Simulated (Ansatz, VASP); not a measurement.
# Cross-check of Ir between VASP and Ansatz

Aim: how closely do two programs agree when they are given the same cell, functional and k mesh? The structure shown is the start of the Ansatz relaxation below; VASP solves that cell, so the two are compared at the walk's first step.

Main program and level: Ansatz 0.2.0; plane waves, with VASP 6.6.1 beside it; single point at PBEsol.

### Step 1. The starting structure

The cell holds 5 atoms: 5 Ir. Its edges and angles: a = 2.715 Å, b = 2.715 Å, c = 39.160 Å, α = 90.0°, β = 90.0°, γ = 90.0°. Vacuum lies along c. The height across the vacuum is the one that the program set for its solve, not the one typed.

Structure file:

```cif
data_structure
_symmetry_space_group_name_H-M 'P 1'
_symmetry_Int_Tables_number 1
_cell_length_a 2.7153
_cell_length_b 2.7153
_cell_length_c 39.1600
_cell_angle_alpha 90.000
_cell_angle_beta 90.000
_cell_angle_gamma 90.000
_cell_volume 288.72
loop_
_atom_site_label
_atom_site_type_symbol
_atom_site_fract_x
_atom_site_fract_y
_atom_site_fract_z
_atom_site_occupancy
Ir1 Ir 0.00000 0.00000 0.16599 1
Ir2 Ir 0.50000 0.50000 0.21502 1
Ir3 Ir 0.00000 0.00000 0.26404 1
Ir4 Ir 0.50000 0.50000 0.31307 1
Ir5 Ir 0.00000 0.00000 0.36210 1
```

### Step 2. Ansatz: relaxation, PBEsol

Ansatz runs on its PAW soft_1 files.

The two programs are compared at the cell with which this relaxation starts, whose forces are those of its first step.

File input.yaml:

```yaml
crystal:
  lattice:
    - [1.92, 1.92, 0.0]
    - [-1.92, 1.92, 0.0]
    - [0.0, 0.0, 20.68]
  atoms:
    - { symbol: Ir, position: [0.0, 0.0, 0.314313] }
    - { symbol: Ir, position: [0.5, 0.5, 0.407157] }
    - { symbol: Ir, position: [0.0, 0.0, 0.5] }
    - { symbol: Ir, position: [0.5, 0.5, 0.592843] }
    - { symbol: Ir, position: [0.0, 0.0, 0.685687] }
  periodic: [true, true, false]
kpoints:
  mp_grid: { grid: [8, 8, 1] }
hamiltonian:
  xc: pbesol
  pseudopotentials: { kind: paw, azcp: { folder: soft_1 }, xc_functional: pbe }
scf:
  occupations: { method: gaussian, width: 0.1 }
output:
  forces: true
  stress: true
  eigenvalues: true
relax:
  adjacent_minimum: "off"
  f_tol: 0.05
  max_steps: 80
  cell: { stress_2d_tol: 0.02 }
```

Command:

```
ansatz run input.yaml --threads 8 --pin off --max-ram 16384MiB --backend cpu --events-out ev --progress --plain --runs-dir out
```

Numbers of over 12 decimals in the logs are rounded to 6 here.

What it wrote:

```text
Warning: crystal.periodic: the lattice vector that does not repeat stood 0.000° off the slab's normal, 20.680 Å along it as the deck builds it. The run solves the slab on a vector along the normal, 39.160 Å long, with every atom where it was (on the deck's vector they left 13.00 Å outside them, and the widest stretch free of ions among them is 1.92 Å). A fractional position that the run reports is one of the run's ce [...]
The last accepted step is kept in <dir> (removed where the run ends without a failure and the disk answers)
crystal.periodic: the lattice vector that does not repeat stood 0.000° off the slab's normal, 20.680 Å along it as the deck builds it. The run solves the slab on a vector along the normal, 39.160 Å long, with every atom where it was (on the deck's vector they left 13.00 Å outside them, and the widest stretch free of ions among them is 1.92 Å). A fractional position that the run reports is one of the run's cell, which [...]
Engine: ansatz 0.2.0, aarch64-unknown-linux-gnu
Pseudopotentials: kind: paw
Pseudopotential: Ir, paw, valence charge 17, recommended cutoff 420 eV (normal), soft_1/Ir.paw.azcp
Functional definition: PBEsol
  exchange = pbesol_x
  correlation = pbesol_c
Crystal: 5 atoms, lattice volume = 288.719 Å³
Basis set: ecut = 420 eV, 5751 PW (Γ), exchange–correlation on 40×40×540 points (8 copies of the dense FFT grid, shifted against one another)
Bands: 51, of which v1, the nominal top of the filled ones, is band 43 counted from 1 (42 counted from 0)
Symmetry: 16 space group operations
Space group: P4/mmm (ITA 123), of the structure as read, at distance tolerance 6.6e-5 Å
k-points: 15 of 64
Non-local potential: Ir, projectors of the file, l = 0: 3, l = 1: 2, l = 2: 2, l = 3: 1
PAW form: soft (Blöchl's): semilocal exchange-correlation on the pseudo side does not see the compensation charge
PAW frozen core: Ir, regenerated for the run's functional, and the local potential with it (the file was generated under x = pbe(κ = 0.804, μ = 0.219515), c = pbe(β = 0.066725))
PAW one-centre angular grid: Ir, 590 points (default); XC on 64 Gauss nodes
Initial density: superposition of atomic densities (neutral atoms: chi_scale 0, normalization atom)
Initial wavefunctions: pseudopotential atomic-orbital guess
Functional: x = pbesol(κ = 0.804, μ = 0.123457), c = pbesol(β = 0.046)
SCF iter   1: F=—  HF=-58999.652190 eV  |F-HF|=—  |Δ(HF+E_count)|=         —  Δρ=2.70e-2  dr2=2.75e0  ethr=3.10e-3  ⟨swp⟩=18.8  Hψ=5873  notcnv=0
preconditioner: auto → LDOS  [metal: Δε(μ)=0.016 eV  Ē_g=6.275 eV  σ=0.100 eV  W_gap=0.09  n_scr=26 (ndim 8)  ℏωp=14.7 eV  f_vac=0.703  D(μ)=4.74/eV (n_scr^D=20)  β→1.0]
SCF iter   2: F=—  HF=-58999.719058 eV  |F-HF|=—  |Δ(HF+E_count)|=   6.69e-2  Δρ=2.46e-2  dr2=3.28e0  ethr=3.10e-3  ⟨swp⟩=4.0  Hψ=2038  notcnv=0  defer=29
[...]
relax step   5: F+E_penalty+E_count = -58999.17318740 eV  Δ(F+E_penalty+E_count) = -3.711e-4 eV  max|allowed force component| = 5.051e-3 eV/Å  Δτ_max = 0.0065 Å  P = +0.075 N/m  Ω = 280.526 Å³  energy of the carried Pulay correction = +8.939e-4 eV  fix = [c, alpha, beta]  reactions: c +0.000 N/m  (5 SCF iters, dr2 threshold 2.33e-7 eV, accepted)
[...]
relax step   6: F+E_penalty+E_count = -58999.17319030 eV  Δ(F+E_penalty+E_count) = -2.898e-6 eV  max|allowed force component| = 8.514e-4 eV/Å  Δτ_max = 0.0005 Å  P = +0.004 N/m  Ω = 280.556 Å³  energy of the carried Pulay correction = +8.906e-4 eV  fix = [c, alpha, beta]  reactions: c +0.000 N/m  (4 SCF iters, dr2 threshold 4.55e-9 eV, accepted)
[...]
relax step   7: F+E_penalty+E_count = -58999.17219550 eV  Δ(F+E_penalty+E_count) = +9.948e-4 eV  max|allowed force component| = 8.404e-4 eV/Å  Δτ_max = 0.0000 Å  P = +0.018 N/m  Ω = 280.556 Å³  fix = [c, alpha, beta]  reactions: c +0.000 N/m  stress off target by 1.84e-2 N/m on what of the cell is left free  SCF on the basis re-selected at this cell (its energy is not comparable with the rows above)  (9 SCF iters)
basis re-selected at this cell: Δ(F+E_penalty+E_count) = +9.948e-4 eV, ΔP = +0.015 N/m vs the last step (what re-selecting the basis moved, of the pressure what is left beyond the Pulay correction that the steps carried, after the strain that the cell walked since its last selection, with what the two solves' SCF thresholds leave and, on support functions, any second-order correction that the steps lacked; it is no measure of the basis error at this ecutwfc). The dense FFT grid was sized anew with the basis: this SCF ran on 18×18×270 points, the steps before it on 20×20×270, so part of this shift can come from that change (see relax.cell in the input reference). [rest of the remark cut]
SCF converged after 9 iterations
Free energy (F): -58999.172195 eV
Harris-Foulkes:  -58999.172195 eV  (|F-HF|=3.93e-10)
Internal energy: -58999.151568 eV  (E = F + TS)
E sigma→0 (E₀):  -58999.161882 eV
Entropy (-TS):   -0.020628 eV (-4.126 meV/atom)
Fermi energy:    -5.634953 eV
--- Per-component energies (eV) ---
  E_band       = -3073.658461
  E_kinetic    = 2701.401602
  E_local      = -612153.085733  (includes V_loc(G=0)·N_el)
  E_nonlocal   = 967.274803
  E_hartree    = 304052.976130
  E_xc         = -1143.558329
  E_vxc        = -1279.680097  (∫ρ·V_xc dr)
  E_paw        = -45650.614975  (= ΣΔE_a)
  E_vpaw       = -1415.522958  (= ΣTr[D̂ρ^β])
  E_aug_tail   = 0.001733  (compensation charges beyond the density's cutoff)
  E_ewald      = 292225.126461
  E_core_change = 1.326741  (= ΣΔE_core)
  E_smearing   = -0.020628  (= −TS)
  E_closure    = -0.000000  (closes the sum)
  Σ components = -58999.172195   (vs F -58999.172195, Δ=0.00e0)
--- Forces (eV/Å), atoms counted from 1 ---
  atom   1  Ir     0.00000000     0.00000000    -0.00035995
  atom   2  Ir     0.00000000     0.00000000    -0.00084040
  atom   3  Ir     0.00000000     0.00000000     0.00000000
  atom   4  Ir     0.00000000     0.00000000     0.00084040
  atom   5  Ir     0.00000000    -0.00000000     0.00035995
  max |Σ_I F_I| component: 5.42e-20 eV/Å
--- 2D stress c σ (N/m, compression-positive) ---
        0.018359       0.000000       0.000000
       -0.000000       0.018359       0.000000
        0.000000       0.000000       0.000000
  P = ½ c Tr σ = 0.0184 N/m
--- Band table (eV; the first three rows and the last of 15) ---
  k-point 0: bands = [... 39 lower, -6.9916, -6.6307, -6.2971, -5.4446, -5.3404, -5.3404, -5.2167, -4.7199, ... 4 higher]
  k-point 1: bands = [... 39 lower, -6.9672, -6.6563, -6.5895, -6.2042, -6.1343, -5.5524, -5.1033, -5.0663, ... 4 higher]
  k-point 2: bands = [... 39 lower, -6.8087, -6.6758, -6.5595, -6.5474, -6.2424, -5.6486, -5.0759, -4.5935, ... 4 higher]
  k-point 14: bands = [... 39 lower, -4.9481, -4.1347, -4.1325, -3.9077, -3.3165, -3.3165, -2.4781, -2.4781, ... 4 higher]
--- Relaxed structure (6 steps of the walk, 5 accepted, 1 SCFs on fresh bases) ---
  F+E_penalty+E_count = -58999.17219550 eV   max|allowed force component| = 8.404e-4 eV/Å   (the final SCF, on the basis selected at the relaxed cell)
  cell:  # Å, volume = 280.5562 Å³
    - [1.892664, 1.892664, 0.0]
    - [-1.892664, 1.892664, 0.0]
    - [0.0, 0.0, 39.16002864]
  atoms:
    - { symbol: Ir, position: [0, 0, 0.167396] }
    - { symbol: Ir, position: [0.5, 0.5, 0.214230] }
    - { symbol: Ir, position: [0, 0, 0.264045] }
    - { symbol: Ir, position: [0.5, 0.5, 0.313860] }
    - { symbol: Ir, position: [0, 0, 0.360694] }
```

### Step 3. VASP: single point, PBEsol, start cell, pair 1

The same cell, functional, mesh and smearing now go to VASP, with its own data sets.

Lines of VASP's logs that name or quote its potential files are left out, and so is its time.

File INCAR:

```
SYSTEM = Ir
PREC = Accurate
ENCUT = 400
EDIFF = 1E-06
NELM = 120
ISMEAR = 0
SIGMA = 0.1
LREAL = .FALSE.
ALGO = Normal
GGA = PS
NBANDS = 28
LASPH = .TRUE.
LORBIT = 11
LWAVE = .FALSE.
LCHARG = .FALSE.
ISIF = 2
LDIPOL = .TRUE.
IDIPOL = 3
DIPOL = 0.5 0.5 0.264
LVHAR = .TRUE.
GGA_COMPAT = .FALSE.
NELMDL = -8
KPAR = 2
```

File POSCAR:

```
Ir
1.0
    1.9200000000      1.9200000000      0.0000000000
   -1.9200000000      1.9200000000      0.0000000000
    0.0000000000      0.0000000000     39.1600290000
Ir
5
Direct
    0.0000000000      0.0000000000      0.1659853980
    0.5000000000      0.5000000000      0.2150153413
    0.0000000000      0.0000000000      0.2640447483
    0.5000000000      0.5000000000      0.3130741553
    0.0000000000      0.0000000000      0.3621040985
```

File KPOINTS:

```
Automatic mesh
0
Gamma
8 8 1
0 0 0
```

The projector-augmented-wave data sets are Ir (PBE family, release 64).

Command:

```
mpirun -np 2 vasp_std
```

What it wrote:

```text
[banner, memory and clock lines left out]
running    2 mpi-ranks, on    1 nodes
 distrk:  each k-point on    1 cores,    2 groups
 distr:  one band on    1 cores,    1 groups

 POSCAR found type information on POSCAR Ir
 POSCAR found :  1 types and       5 ions
|                                                                             |
|               ----> ADVICE to this user running VASP <----                  |
|                                                                             |
|     You enforced a specific xc type in the INCAR file but a different       |
|     [... a line on the potential file left out ...]
|     I HOPE YOU KNOW WHAT YOU ARE DOING!                                     |
|                                                                             |

 LDA part: xc-table for (Slater+PW92), standard interpolation
 POSCAR, INCAR and KPOINTS ok, starting setup
 FFT: planning ... GRIDC
 FFT: planning ... GRID_SOFT
 FFT: planning ... GRID
 WAVECAR not read
 entering main loop
       N       E                     dE             d eps       ncg     rms          rms(c)
DAV:   1     0.364026555294E+03    0.36403E+03   -0.14776E+04   840   0.104E+03
DAV:   2    -0.112136962534E+02   -0.37524E+03   -0.34989E+03   992   0.359E+02
DAV:   3    -0.462173449893E+02   -0.35004E+02   -0.31338E+02  1052   0.990E+01
DAV:   4    -0.489359459653E+02   -0.27186E+01   -0.24454E+01  1204   0.266E+01
DAV:   5    -0.490616708756E+02   -0.12572E+00   -0.11753E+00  1184   0.435E+00
DAV:   6    -0.490670829612E+02   -0.54121E-02   -0.44926E-02  1244   0.627E-01
DAV:   7    -0.490675758627E+02   -0.49290E-03   -0.46595E-03  1212   0.101E-01
DAV:   8    -0.490676316346E+02   -0.55772E-04   -0.55305E-04  1076   0.198E-02    0.306E+01
DAV:   9    -0.477115192948E+02    0.13561E+01   -0.13358E+01  1216   0.317E+01    0.206E+01
DAV:  10    -0.747796333539E+02   -0.27068E+02   -0.14136E+02  1484   0.119E+02    0.413E+01
DAV:  11    -0.564812542994E+02    0.18298E+02   -0.22015E+01  1232   0.378E+01    0.237E+01
DAV:  12    -0.479292480287E+02    0.85520E+01   -0.26089E+01  1348   0.527E+01    0.113E+01
DAV:  13    -0.458009122946E+02    0.21283E+01   -0.96285E+00  1324   0.256E+01    0.250E+00
DAV:  14    -0.459028733376E+02   -0.10196E+00   -0.91636E-01  1092   0.738E+00    0.189E+00
[...]
DAV:  24    -0.458712430837E+02   -0.62075E-05   -0.44334E-06   864   0.160E-02    0.288E-03
DAV:  25    -0.458712534824E+02   -0.10399E-04   -0.17434E-06   584   0.841E-03    0.330E-03
DAV:  26    -0.458712618859E+02   -0.84035E-05   -0.11052E-06   568   0.501E-03    0.393E-03
DAV:  27    -0.458712666308E+02   -0.47449E-05   -0.30282E-07   500   0.334E-03    0.299E-03
DAV:  28    -0.458712715510E+02   -0.49202E-05   -0.24386E-07   480   0.409E-03    0.104E-03
DAV:  29    -0.458712739952E+02   -0.24441E-05   -0.17332E-07   456   0.242E-03    0.722E-04
DAV:  30    -0.458712757705E+02   -0.17753E-05   -0.11707E-07   456   0.144E-03    0.102E-03
DAV:  31    -0.458712761765E+02   -0.40597E-06   -0.30352E-08   456   0.137E-03
   1 F= -.45871276E+02 E0= -.45859359E+02  d E =-.238340E-01
```

From OUTCAR (step 3):

```text
ion  position               nearest neighbor table
   1  0.000  0.000  0.166-   2 2.72   2 2.72   2 2.72   2 2.72
   2  0.500  0.500  0.215-   3 2.72   3 2.72   3 2.72   3 2.72   1 2.72   1 2.72   1 2.72   1 2.72

  LATTYP: Found a simple tetragonal cell.
 ALAT       =     2.7152900398
 C/A-ratio  =    14.4220427382

 Subroutine GETGRP returns: Found 16 space group operations
 (whereof  8 operations were pure point group operations)

The static configuration has the point symmetry C_4v.
 The point group associated with its full space group is D_4h.

 Found     15 irreducible k-points:

   k-points           NKPTS =     15   k-points in BZ     NKDIM =     15   number of bands    NBANDS=     28

   dimension x,y,z NGX =    18 NGY =   18 NGZ =  256
   dimension x,y,z NGXF=    36 NGYF=   36 NGZF=  512

   ENCUT  =  400.0 eV  29.40 Ry    5.42 a.u.   4.43  4.43 63.86*2*pi/ulx,y,z

   NELECT =      45.0000    total number of electrons

 k-points in reciprocal lattice and weights: Automatic mesh
   0.00000000  0.00000000  0.00000000       0.016
   0.12500000  0.00000000  0.00000000       0.062
   0.25000000  0.00000000  0.00000000       0.062
   0.37500000  0.00000000  0.00000000       0.062
   0.50000000  0.00000000  0.00000000       0.031
   0.12500000  0.12500000  0.00000000       0.062
   0.25000000  0.12500000  0.00000000       0.125
   0.37500000  0.12500000  0.00000000       0.125
   0.50000000  0.12500000  0.00000000       0.062
[...]
0.50000000  0.37500000  0.00000000       0.062
   0.50000000  0.50000000  0.00000000       0.016

 dipolmoment           0.000000      0.000000      0.000002 electrons x Angstroem

 average (electrostatic) potential at core
       1 -59.8417       2 -60.6638       3 -60.6677       4 -60.6638       5 -59.8416

 E-fermi :  -1.7531

 k-point     1 :       0.0000    0.0000    0.0000
  band No.  band energies     occupation
    ...
     18      -3.1390      2.00000
     19      -2.9514      2.00000
     20      -2.9514      2.00000
     21      -2.7829      2.00000
     22      -2.2411      2.00000
     23      -1.5489      0.00389
     24      -1.5057      0.00047
     25      -1.5057      0.00047
     26      -1.3435      0.00000
     27      -0.9052      0.00000
    ...

 k-point     2 :       0.1250    0.0000    0.0000
  band No.  band energies     occupation
    ...
     20      -2.9489      2.00000
     21      -2.6872      2.00000
     22      -2.5606      2.00000
     23      -2.3490      2.00000
     24      -2.0719      1.99999
     25      -1.6095      0.04237
     26      -1.2863      0.00000
     27      -1.2251      0.00000
     28      -0.8920      0.00000

 k-point     3 :       0.2500    0.0000    0.0000
  band No.  band energies     occupation
    ...
     21      -2.7414      2.00000
     22      -2.5657      2.00000
     23      -2.4931      2.00000
     24      -2.2722      2.00000
     25      -1.7945      1.44267
     26      -1.2654      0.00000
     27      -0.7865      0.00000
     28      -0.7293      0.00000

  Total       -6.4378582     -6.4378582     -4.4876922      0.0000000     -0.0000000      0.0000000
  in kB      -35.7253531    -35.7253531    -24.9033739      0.0000000     -0.0000000      0.0000000
  external PRESSURE =     -32.1180267 kB  Pullay stress =       0.0000000 kB

  energy-cutoff  :      400.00
  volume of cell :      288.72
      direct lattice vectors                 reciprocal lattice vectors
     1.920000000  1.920000000  0.000000000     0.260416667  0.260416667  0.000000000
    -1.920000000  1.920000000  0.000000000    -0.260416667  0.260416667  0.000000000
     0.000000000  0.000000000 39.160029000     0.000000000  0.000000000  0.025536243

 POSITION                                       TOTAL-FORCE (eV/Angst)
 -----------------------------------------------------------------------------------
      0.00000      0.00000      6.49999        -0.000000     -0.000000      1.141725
      0.00000      1.92000      8.42001         0.000000      0.000000     -1.116763
      0.00000      0.00000     10.34000        -0.000000      0.000000     -0.000000
      0.00000      1.92000     12.25999        -0.000000     -0.000000      1.116763
      0.00000      0.00000     14.18001        -0.000000      0.000000     -1.141725
 -----------------------------------------------------------------------------------
    total drift:                               -0.000000      0.000000      0.000224

  FREE ENERGIE OF THE ION-ELECTRON SYSTEM (eV)
  ---------------------------------------------------
  free  energy   TOTEN  =       -45.8712761765 eV

  energy  without entropy=      -45.8474422137  energy(sigma->0) =      -45.85935920

 vacuum level on the upper side and lower side of the slab         3.869         3.869

 total charge
# of ion       s       p       d       tot
------------------------------------------
    1        0.646   0.494   6.921   8.061
    2        0.665   0.727   6.946   8.338
    3        0.672   0.739   6.969   8.380
    4        0.665   0.727   6.946   8.338
    5        0.646   0.494   6.921   8.061
--------------------------------------------------
tot          3.294   3.181  34.702  41.178

[... 3 further parts left out ...]
```

The run ends at a pressure of -3.21 GPa, with forces up to 1.1 eV/Å.

### Step 4. Side by side

Known differences besides the potentials themselves: Ansatz cuts the interaction across the vacuum, VASP repeats the sheet with a dipole correction; the data sets hold 85 valence electrons in Ansatz (on its PAW soft_1 files) and 45 in VASP; the cutoff is 420 eV in Ansatz and 400 eV in VASP; Ansatz makes its cores anew for this functional, VASP keeps those of its PBE data sets. Total energies have different zeros and are not compared.

Forces (eV/Å; atoms numbered as in POSCAR):

| atom | Ansatz x, y, z | VASP x, y, z |
| --- | --- | --- |
| Ir1 | 0.000, 0.000, 1.197 | 0.000, 0.000, 1.142 |
| Ir2 | 0.000, 0.000, -1.119 | 0.000, 0.000, -1.117 |
| Ir3 | 0.000, 0.000, 0.000 | 0.000, 0.000, 0.000 |
| Ir4 | 0.000, 0.000, 1.119 | 0.000, 0.000, 1.117 |
| Ir5 | 0.000, 0.000, -1.197 | 0.000, 0.000, -1.142 |

The forces differ by 20 meV/Å r.m.s., which is 3.5 % of the r.m.s. force of 0.583 eV/Å (both taken over all components). With vacuum in the cell, a pressure given here is an average over mostly empty space and none of the material.

[end of part 1 of 2]

[Lines on the potential files, build, host, timing and source positions are cut from VASP's logs without a mark.]

[Logs are printed without paths, hosts, clocks, repeated set-up lines and the standing remarks that a program may print on its own settings, such as how far it seeks lower states.]

[Hosts, paths, dates, database ids (printed as entryN), source tags and the programs' standing remarks are cut or masked in the printed files.]
